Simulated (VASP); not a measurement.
A convergence study with VASP on In (bct): one setting is varied, all else stays as given below, so the limit is that of these other settings.

```
CELL_PARAMETERS angstrom
     -1.62500     1.62500     2.47500
      1.62500    -1.62500     2.47500
      1.62500     1.62500    -2.47500
ATOMIC_POSITIONS crystal
  In 0.00000 0.00000 0.00000
```

Calculation: PBE GGA, VASP's PBE PAW potentials (set 64) (plane waves; VASP 6.6.1). The tightest run used: 550 eV cut-off, 26×26×26 Γ-centred mesh, tetrahedra with Blöchl corrections, potentials In_d.

The settings run are 3×3×3 mesh; 4×4×4 mesh; 5×5×5 mesh; 6×6×6 mesh; 7×7×7 mesh; 8×8×8 mesh; 9×9×9 mesh; 10×10×10 mesh; 11×11×11 mesh; 12×12×12 mesh; 13×13×13 mesh; 14×14×14 mesh; 15×15×15 mesh; 16×16×16 mesh; 17×17×17 mesh; 18×18×18 mesh; 19×19×19 mesh; 20×20×20 mesh; 21×21×21 mesh; 22×22×22 mesh; 23×23×23 mesh; 24×24×24 mesh; 25×25×25 mesh; 26×26×26 mesh. From which on does the energy per atom stay within 0.001 eV/atom of the tightest run?

From 14×14×14 mesh on: it is off by 0.0001 there and by no more than 0.001 in any finer run, while 13×13×13 mesh is off by 0.0011.
```
setting        E (eV/atom)  pressure (GPa)  irreducible k-points  difference judged (eV/atom)
-------------  -----------  --------------  --------------------  ---------------------------
3×3×3 mesh         -2.8413           -2.20                     6                       0.2896
4×4×4 mesh         -2.5938            3.08                    13                       0.0422
5×5×5 mesh         -2.5402            3.10                    18                       0.0114
6×6×6 mesh         -2.5812            1.84                    30                       0.0296
7×7×7 mesh         -2.5501            1.96                    40                       0.0015
8×8×8 mesh         -2.5428            2.21                    59                       0.0088
9×9×9 mesh         -2.5495            2.27                    75                       0.0021
10×10×10 mesh      -2.5508            2.09                   102                       0.0008
11×11×11 mesh      -2.5470            2.10                   126                       0.0046
12×12×12 mesh      -2.5494            2.14                   163                       0.0022
13×13×13 mesh      -2.5506            2.12                   196                       0.0011
14×14×14 mesh      -2.5515            2.09                   244                       0.0001
15×15×15 mesh      -2.5510            2.07                   288                       0.0006
16×16×16 mesh      -2.5509            2.05                   349                       0.0007
17×17×17 mesh      -2.5511            2.08                   405                       0.0005
18×18×18 mesh      -2.5514            2.04                   480                       0.0002
19×19×19 mesh      -2.5515            2.04                   550                       0.0001
20×20×20 mesh      -2.5516            2.03                   641                       0.0000
21×21×21 mesh      -2.5516            2.03                   726                       0.0000
22×22×22 mesh      -2.5516            2.02                   834                       0.0000
23×23×23 mesh      -2.5518            2.02                   936                       0.0002
24×24×24 mesh      -2.5517            2.01                  1063                       0.0001
25×25×25 mesh      -2.5517            2.01                  1183                       0.0001
26×26×26 mesh      -2.5516            2.02                  1330                       0.0000
```

Left out are rungs that failed or repeat a setting and relaxations that didn't move; long series are thinned to 24 rows.

The compound is In in the bct structure. The cell was not relaxed at this level.
